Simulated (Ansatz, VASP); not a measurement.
# TiC in two plane-wave programs, part 2 of 2

Aim: how closely do two programs agree when they are given the same cell, functional and k mesh? The cell is taken from a series of runs on this material, whose earlier steps may have relaxed, scaled, displaced or heated it; both programs get it as it stands.

VASP 6.6.1 and Ansatz 0.2.0.

So far: The structure; VASP: zone-centre phonons, LDA, pair 1.

### 3. Ansatz: zone-centre phonons, LDA, pair 1

Level of this step: Ansatz beside VASP: Kohn-Sham DFT, plane waves, LDA (Ansatz).

Ansatz runs on its PAW soft_1 files.

The same cell, functional (in two slightly different forms), mesh and smearing now go to Ansatz, which takes its cutoff from its data sets.

input.yaml reads:

```yaml
crystal:
  lattice:
    - [0.0, 2.1730216472, 2.1123479]
    - [2.1730216472, 0.0, 2.1123479]
    - [2.1730216472, 2.1730216472, 0.0]
  atoms:
    - { symbol: C, position: [0.5, 0.5, 0.5] }
    - { symbol: Ti, position: [0.0, 0.0, 0.0] }
kpoints:
  mp_grid: { grid: [16, 16, 16] }
hamiltonian:
  xc: lda
  pseudopotentials: { kind: paw, azcp: { folder: soft_1 }, xc_functional: pbe }
scf:
  occupations: { method: methfessel_paxton, width: 0.2 }
output:
  eigenvalues: true
phonons:
  method: dfpt
```

Command:

```console
$ ansatz run input.yaml --threads 4 --pin off --max-ram 10240MiB --backend cpu --events-out ev --progress --plain --runs-dir out
```

Numbers of over 12 decimals in the logs are rounded to 6 here.

What it wrote:

```text
zone centre: on kpoints.mp_grid the ground state, and the responses unless they are solved on pairs of k-points, stand on 621 of the mesh's 4096 k-points, reduced under 8 symmetry operations, with k and −k counted as one. Each operation leaves every solved displacement unchanged or reverses it
Engine: ansatz 0.2.0, aarch64-unknown-linux-gnu
Pseudopotentials: kind: paw
Pseudopotential: C, paw, valence charge 4, recommended cutoff 420 eV (normal), soft_1/C.paw.azcp
Pseudopotential: Ti, paw, valence charge 12, recommended cutoff 420 eV (normal), soft_1/Ti.paw.azcp
Functional definition: SPW92
  exchange = slater_x
  correlation = pw_c
Crystal: 2 atoms, lattice volume = 19.949 Å³
Basis set: ecut = 420 eV, 387 PW (Γ), exchange–correlation on 48×48×48 points (8 copies of the dense FFT grid, shifted against one another)
Bands: 12, of which v1, the nominal top of the filled ones, is band 8 counted from 1 (7 counted from 0)
Symmetry: 16 space group operations
k-points: 621 of 4096 (irreducible under 8 space group operations)
Non-local potential: C, projectors of the file, l = 0: 2, l = 1: 2, l = 2: 1
Non-local potential: Ti, projectors of the file, l = 0: 3, l = 1: 2, l = 2: 3, l = 3: 1
PAW form: soft (Blöchl's): semilocal exchange-correlation on the pseudo side does not see the compensation charge
PAW frozen core: C, regenerated for the run's functional, and the local potential with it (the file was generated under x = pbe(κ = 0.804, μ = 0.219515), c = pbe(β = 0.066725))
PAW frozen core: Ti, regenerated for the run's functional, and the local potential with it (the file was generated under x = pbe(κ = 0.804, μ = 0.219515), c = pbe(β = 0.066725))
PAW one-centre angular grid: C, 110 points (default); XC on 64 Gauss nodes
PAW one-centre angular grid: Ti, 590 points (default); XC on 64 Gauss nodes
Initial density: superposition of atomic densities (chi_scale 0.1, normalization cell, long waves kept (reshape's long-wave potential 0.00 eV rms))
Initial wavefunctions: pseudopotential atomic-orbital guess
Functional: x = slater, c = lda
SCF iter   1: F=—  HF=-2696.183151 eV  |F-HF|=—  |Δ(HF+E_count)|=         —  Δρ=1.41e-1  dr2=5.12e0  ethr=3.10e-3  ⟨swp⟩=4.3  Hψ=35620  notcnv=0
preconditioner: auto → none  [metal: Δε(μ)=0.051 eV  Ē_g=9.050 eV  σ=0.200 eV  W_gap=0.21  n_scr=8 (ndim 8)  ℏωp=23.5 eV  f_vac=0.000  D(μ)=0.20/eV (n_scr^D=0)  sad-step TF]
SCF iter   2: F=—  HF=-2695.661316 eV  |F-HF|=—  |Δ(HF+E_count)|=   5.22e-1  S|Δr|=    0.00e0  Δρ=9.80e-2  dr2=2.52e0  ethr=3.10e-3  ⟨swp⟩=2.0  Hψ=14801  notcnv=0
SCF iter   3: F=—  HF=-2695.162723 eV  |F-HF|=—  |Δ(HF+E_count)|=   4.99e-1  S|Δr|=    0.00e0  Δρ=1.15e-2  dr2=1.85e-2  ethr=3.10e-3  ⟨swp⟩=2.7  Hψ=15239  notcnv=0
SCF iter   4: F=—  HF=-2695.156459 eV  |F-HF|=—  |Δ(HF+E_count)|=   6.26e-3  S|Δr|=    0.00e0  Δρ=1.47e-3  dr2=1.68e-4  ethr=1.16e-4  ⟨swp⟩=2.6  Hψ=18276  notcnv=0
SCF iter   5: F=—  HF=-2695.156626 eV  |F-HF|=—  |Δ(HF+E_count)|=   1.66e-4  S|Δr|=    0.00e0  Δρ=3.52e-4  dr2=1.80e-5  ethr=1.05e-6  ⟨swp⟩=2.0  Hψ=9941  notcnv=0
SCF iter   6: F=—  HF=-2695.156622 eV  |F-HF|=—  |Δ(HF+E_count)|=   3.65e-6  S|Δr|=    0.00e0  Δρ=3.44e-5  dr2=2.04e-7  ethr=1.12e-7  ⟨swp⟩=2.0  Hψ=11797  notcnv=0
SCF iter   7: F=—  HF=-2695.156624 eV  |F-HF|=—  |Δ(HF+E_count)|=   1.66e-6  S|Δr|=    0.00e0  Δρ=3.26e-6  dr2=1.39e-9  ethr=1.27e-9  ⟨swp⟩=3.0  Hψ=12397  notcnv=0
SCF iter   8: F=—  HF=-2695.156624 eV  |F-HF|=—  |Δ(HF+E_count)|=  5.12e-10  S|Δr|=    0.00e0  Δρ=8.08e-7  dr2=1.35e-10  ethr=8.69e-12  ⟨swp⟩=2.8  Hψ=12654  notcnv=0
SCF iter   9: F=-2695.156624 eV  HF=-2695.156624 eV  |F-HF|=4.55e-13  |Δ(HF+E_count)|=  4.41e-11  S|Δr|=    0.00e0  Δρ=4.39e-8  dr2=4.53e-13  ethr=1.00e-12  ⟨swp⟩=3.5  Hψ=31626  notcnv=0
SCF 1 converged in 9 iterations: F = -2695.156624 eV  dr2 = 4.53e-13
  greatest PAW one-centre occupation: 0.998 electrons in one spin orbital (limit 2), on the Ti atom at site 1 (counted from 0), in its partial waves of l = 0
DFPT response loops at Γ: preconditioner auto → Kerker (q_TF=auto, 2.630 Å⁻¹) (partly filled bands, converged f_vac=0.000); β = 1.00, the filter's whole step (`scf.mixing.beta` (0.50) is not read by the response loops under this deck's `scf.mixing.preconditioner`; to damp them name `kerker` or `kerker_dos`, under which they read `scf.mixing.beta`, and type it under 1.00, their step now; both keys bind the ground state too); Broyden in place of MSR1
SCF converged after 9 iterations
Stability not checked: this state was not tested for a lower state beside it, because cold or Methfessel-Paxton smearing, or corrected tetrahedra, fill the levels in a way that the test cannot read (fill_not_monotonic; see scf.lower_state_search)
Free energy (F): -2695.156624 eV
Harris-Foulkes:  -2695.156624 eV  (|F-HF|=4.55e-13)
Internal energy: -2695.156706 eV  (E = F + TS)
E sigma→0 (E₀):  -2695.156644 eV
Entropy (-TS):   0.000083 eV (0.041 meV/atom)
Fermi energy:    14.617545 eV
--- Per-component energies (eV) ---
  E_band       = -108.677526
  E_kinetic    = 366.848655
  E_local      = -823.869442  (includes V_loc(G=0)·N_el)
  E_nonlocal   = 88.316437
  E_hartree    = 323.195942
  E_xc         = -163.463070
  E_vxc        = -204.950031  (∫ρ·V_xc dr)
  E_paw        = -1085.074602  (= ΣΔE_a)
  E_vpaw       = -181.414981  (= ΣTr[D̂ρ^β])
  E_aug_tail   = -0.000066  (compensation charges beyond the density's cutoff)
  E_ewald      = -1401.499343
  E_core_change = 0.388783  (= ΣΔE_core)
  E_smearing   = 0.000083  (= −TS)
  E_closure    = 0.000000  (closes the sum)
  Σ components = -2695.156624   (vs F -2695.156624, Δ=0.00e0)
--- Band table (eV; the first three rows and the last of 621) ---
  k-point 0: bands = [... 4 lower, 2.3202, 15.2011, 15.2011, 15.4126, 16.2800, 16.3033, 16.3033, 16.4194]
  k-point 1: bands = [... 4 lower, 2.4116, 14.8226, 15.0050, 15.1703, 15.6139, 15.6967, 16.5796, 17.2995]
  k-point 2: bands = [... 4 lower, 2.6800, 13.9603, 14.2598, 14.3891, 15.6809, 15.7515, 16.9148, 18.3679]
  k-point 620: bands = [... 4 lower, 4.6483, 11.4477, 12.8677, 14.4889, 14.4889, 17.4349, 18.2095, 18.2095]
--- Phonons (Γ-DFPT): 4 representative perturbations + reference, on 621 of 4096 k-points (Σ response iterations 12) ---
  k mesh reduced under 8 symmetry operations, with k and −k counted as one. Each operation leaves every solved displacement unchanged or reverses it
  ASR residual: 1.946e-5 → 0.000e0 eV/Å²; symmetrization residual: 3.104e-7 eV/Å²
  ASR residual per site (eV/Å²): 1.18e-5 1.95e-5
  Γ frequencies (cm⁻¹): 0.00 0.00 0.00 500.84 500.84 569.87
  non-analytic LO–TO correction: not included (Born effective charges unavailable; polar crystals: no LO–TO splitting at Γ)
```

Reading the cycles: dr2 is the Hartree energy of the density residual (eV), the measure of convergence; HF is the Harris–Foulkes estimate of the energy, which meets the free energy F at convergence.

### 4. Side by side

Known differences besides the potentials themselves: the two LDA forms differ slightly; the cutoff is 420 eV in Ansatz and 600 eV in VASP; VASP's log shows a relativistic correction to its local exchange, Ansatz's none. Total energies have different zeros and are not compared.

Both answers:

```
                  quantity  Ansatz   VASP  difference
optical mode 1 to 2 (cm⁻¹)   500.8  503.4     -0.50 %
     optical mode 3 (cm⁻¹)   569.9  573.0     -0.55 %
```

Modes are paired by rising frequency, not by their patterns, so a pair may set unlike modes beside each other; they are those without the splitting of longitudinal modes.

### 5. Ansatz: zone-centre phonons, LDA, pair 2

Second derivatives magnify differences that forces hide, and they need a tight electronic threshold. The cell compared in this pair holds 20.26 Å³, against 19.95 Å³ for the pair before.

The cell is taken from a series of runs on this material, whose earlier steps may have relaxed, scaled, displaced or heated it; both programs get it as it stands.

input.yaml, the sections that differ from step 3:

```yaml
crystal:
  lattice:
    - [0.0, 2.194325781, 2.1041372517]
    - [2.194325781, 0.0, 2.1041372517]
    - [2.194325781, 2.194325781, 0.0]
  atoms:
    - { symbol: C, position: [0.5, 0.5, 0.5] }
    - { symbol: Ti, position: [0.0, 0.0, 0.0] }
# kpoints, hamiltonian, scf, output, phonons: as in step 3
```

What it wrote:

```text
[...]
Crystal: 2 atoms, lattice volume = 20.263 Å³
Basis set: ecut = 420 eV, 395 PW (Γ), exchange–correlation on 48×48×48 points (8 copies of the dense FFT grid, shifted against one another)
Bands: 12, of which v1, the nominal top of the filled ones, is band 8 counted from 1 (7 counted from 0)
Symmetry: 16 space group operations
k-points: 621 of 4096 (irreducible under 8 space group operations)
[...]
k-point 1: bands = [... 4 lower, 2.2122, 14.5451, 14.7001, 14.9367, 15.3149, 15.4367, 16.2891, 16.9486]
  k-point 2: bands = [... 4 lower, 2.4758, 13.6983, 13.9694, 14.1535, 15.3865, 15.4901, 16.6130, 17.9908]
  k-point 620: bands = [... 4 lower, 4.4555, 11.2921, 12.6317, 14.1423, 14.1423, 17.1169, 17.8694, 17.8694]
[...]
ASR residual: 1.313e-5 → 0.000e0 eV/Å²; symmetrization residual: 2.293e-7 eV/Å²
  ASR residual per site (eV/Å²): 4.86e-6 1.31e-5
  Γ frequencies (cm⁻¹): 0.00 0.00 0.00 474.13 474.13 576.48
[...]
[key lines of the parts left out:]
SCF converged after 9 iterations
Free energy (F): -2695.121579 eV
Fermi energy:    14.355095 eV
```

### 6. VASP: zone-centre phonons, LDA, pair 2

The same cell, functional (in two slightly different forms), mesh and smearing now go to VASP, with its own data sets.

INCAR reads:

```
SYSTEM = TiC
PREC = Accurate
ENCUT = 600
EDIFF = 1E-08
NELM = 120
ISMEAR = 1
SIGMA = 0.2
LREAL = .FALSE.
ALGO = Normal
GGA = CA
NBANDS = 14
LASPH = .TRUE.
LORBIT = 11
LWAVE = .FALSE.
LCHARG = .FALSE.
ISIF = 2
IBRION = 8
GGA_COMPAT = .FALSE.
KPAR = 2
```

POSCAR reads:

```
TiC
1.0
    0.0000000000      2.1943257810      2.1041372517
    2.1943257810      0.0000000000      2.1041372517
    2.1943257810      2.1943257810      0.0000000000
C Ti
1 1
Direct
    0.5000000000      0.5000000000      0.5000000000
    0.0000000000      0.0000000000      0.0000000000
```

KPOINTS reads:

```
Automatic mesh
0
Gamma
16 16 16
0 0 0
```

Potentials, in the order of the species: C and Ti_sv (LDA family, release 64).

Command:

```console
$ mpirun -np 2 vasp_std
```

What it wrote:

```text
[... set-up lines as in an earlier step ...]
 entering main loop
       N       E                     dE             d eps       ncg     rms          rms(c)
DAV:   1     0.126797258416E+03    0.12680E+03   -0.89272E+03  9784   0.151E+03
DAV:   2    -0.170506765339E+02   -0.14385E+03   -0.13541E+03 10432   0.369E+02
DAV:   3    -0.256658079630E+02   -0.86151E+01   -0.84031E+01 13032   0.870E+01
DAV:   4    -0.260251471426E+02   -0.35934E+00   -0.35900E+00 12178   0.161E+01
[...]
DAV:  15    -0.204787441087E+02    0.27588E-07   -0.26689E-07 10552   0.582E-03    0.181E-03
DAV:  16    -0.204787440901E+02    0.18551E-07   -0.39505E-08 12682   0.199E-03    0.262E-04
DAV:  17    -0.204787440894E+02    0.67212E-09   -0.27450E-09  6242   0.870E-04
   1 F= -.20478744E+02 E0= -.20478838E+02  d E =0.280895E-03
 Linear response reoptimize wavefunctions to high precision
DAV:   1    -0.204787440892E+02    0.24897E-09   -0.13011E-09  7814   0.502E-04
DAV:   2    -0.204787440892E+02   -0.95497E-11   -0.98567E-11  5462   0.950E-05
 Linear response DOF=           4
 Linear response progress:
[...]
RMM:  18    -0.679247336473E+00    0.48582E-06   -0.76169E-07 36752   0.103E-03    0.126E-04
RMM:  19    -0.679247680942E+00   -0.34447E-06   -0.65762E-07 38658   0.881E-04    0.123E-04
RMM:  20    -0.679247958726E+00   -0.27778E-06   -0.36289E-07 39999   0.762E-04    0.123E-04
 first order change of Fermi-energy   0.33809E-03
 force on displaced ion       2 direction 1 :  -8.053   0.000   0.000
 Linear response progress:
  Degree of freedom:   4/  4
       N       E                     dE             d eps       ncg     rms          rms(c)
RMM:   1    -0.645397952551E+00   -0.64540E+00    0.11795E+01  9909   0.134E+02
RMM:   2    -0.622324299149E+00    0.23074E-01   -0.24230E-01 16366   0.495E+00    0.226E-01
RMM:   3    -0.621037875658E+00    0.12864E-02   -0.18646E-02 19359   0.116E+00    0.110E-01
RMM:   4    -0.620063702142E+00    0.97417E-03   -0.78216E-03 21025   0.512E-01    0.223E-02
[...]
RMM:  18    -0.621176214044E+00   -0.58607E-06   -0.20314E-06 21238   0.871E-04    0.218E-05
RMM:  19    -0.621176453226E+00   -0.23918E-06   -0.16854E-06 21723   0.749E-04    0.218E-05
RMM:  20    -0.621176859814E+00   -0.40659E-06   -0.13593E-06 20211   0.683E-04    0.249E-05
 first order change of Fermi-energy  -0.84145E-04
 force on displaced ion       2 direction 3 :   0.000   0.000 -11.900
 Linear response finished
```

From OUTCAR (step 6):

```text
  Total       -2.0550753     -2.0550753      0.0850924      0.0000000      0.0000000     -0.0000000
  in kB     -162.4920273   -162.4920273      6.7281442      0.0000000      0.0000000     -0.0000000
  external PRESSURE =    -106.0853035 kB  Pullay stress =       0.0000000 kB

 POSITION                                       TOTAL-FORCE (eV/Angst)
 -----------------------------------------------------------------------------------
      2.19433      2.19433      2.10414        -0.000000      0.000000      0.000000
      0.00000      0.00000      0.00000         0.000000     -0.000000      0.000000
 -----------------------------------------------------------------------------------
    total drift:                                0.000000     -0.000000     -0.000000

[... 1 part as in an earlier step ...]

[... 1 further part left out ...]
```

### 7. Side by side

Both answers:

```
                  quantity  Ansatz   VASP  difference
optical mode 1 to 2 (cm⁻¹)   474.1  476.8     -0.57 %
     optical mode 3 (cm⁻¹)   576.5  580.6     -0.71 %
```

Modes are paired by rising frequency, not by their patterns, so a pair may set unlike modes beside each other; they are those without the splitting of longitudinal modes.

### 8. Outcome

| Property | Result |
| --- | --- |
| r.m.s. difference of the optical zone-centre modes, each program's sorted by frequency (zone-centre phonons, LDA, pair 1) | 2.8 cm⁻¹ |
| difference in optical mode 3 (zone-centre phonons, LDA, pair 1) | -0.6 % |
| r.m.s. difference of the optical zone-centre modes, each program's sorted by frequency (zone-centre phonons, LDA, pair 2) | 3.2 cm⁻¹ |
| difference in optical mode 3 (zone-centre phonons, LDA, pair 2) | -0.7 % |

What this shows: The r.m.s. difference of the optical zone-centre modes, each program's sorted by frequency is 2.8 cm⁻¹ (zone-centre phonons, LDA, pair 1). Among the rows given in per cent, the largest difference of the zone-centre phonons, LDA, pair 1 pair is in optical mode 3, -0.6 %. Among the rows given in per cent, the largest difference of the zone-centre phonons, LDA, pair 2 pair is in optical mode 3, -0.7 %. How closely two codes agree says nothing of how well the functional describes the real material.

[Lines on the potential files, build, host, timing and source positions are cut from VASP's logs without a mark.]

[Logs are printed without paths, hosts, clocks, repeated set-up lines and the standing remarks that a program may print on its own settings, such as how far it seeks lower states.]

[Hosts, paths, dates, database ids (printed as entryN), source tags and the programs' standing remarks are cut or masked in the printed files.]
